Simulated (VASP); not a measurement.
All values below come from PBE GGA, VASP's PBE PAW potentials (set 64) (plane waves; VASP 6.6.1).

VASP input:

**KPOINTS**
```
K-points
0
Gamma
8 8 8
```

### POSCAR
```
SrO
1
    0.0000000000     2.6316000000     2.6316000000
    2.6316000000     0.0000000000     2.6316000000
    2.6316000000     2.6316000000     0.0000000000
Sr O
1 1
Direct
  0.0000000000   0.0000000000   0.0000000000
  0.5000000000   0.5000000000   0.5000000000
```

**INCAR**
```
SYSTEM = SrO
PREC = Accurate
ENCUT = 520
EDIFF = 1E-6
NELM = 100
ALGO = Normal
LREAL = Auto
LASPH = .TRUE.
ISMEAR = 0
SIGMA = 0.05
GGA = PE
LMAXMIX = 4
LWAVE = .FALSE.
LCHARG = .FALSE.
ISIF = 2
```

POTCAR, in this order: Sr_sv O (PBE.64 set). Program: vasp_std.

Problem. Estimate the energy per atom (σ→0), pressure, band gap (on the k-mesh).

Solution. 
```
Property                          Result
------------------------  --------------
energy per atom (σ→0)     -6.023 eV/atom
band gap (on the k-mesh)         3.29 eV
pressure                       -2.59 GPa
```

**OSZICAR**
```
...
DAV:   7    -0.120530822359E+02    0.12732E+00   -0.69465E-01   900   0.709E+00    0.100E+01
DAV:   8    -0.120447417722E+02    0.83405E-02   -0.13834E-01   736   0.418E+00    0.785E-01
DAV:   9    -0.120455229802E+02   -0.78121E-03   -0.12494E-02   968   0.945E-01    0.226E-01
DAV:  10    -0.120462183863E+02   -0.69541E-03   -0.11160E-03   732   0.336E-01    0.767E-02
DAV:  11    -0.120463629141E+02   -0.14453E-03   -0.21629E-04   816   0.128E-01    0.508E-02
DAV:  12    -0.120463776441E+02   -0.14730E-04   -0.24399E-05   780   0.495E-02    0.282E-02
DAV:  13    -0.120463768839E+02    0.76023E-06   -0.33526E-06   848   0.224E-02
   1 F= -.12046377E+02 E0= -.12046377E+02  d E =-.432797E-24
```

The compound is SrO in the rock salt structure. The cell was not relaxed at this level. The run is one of a series of settings (LREAL = Auto against the base run), some of them coarse on purpose.
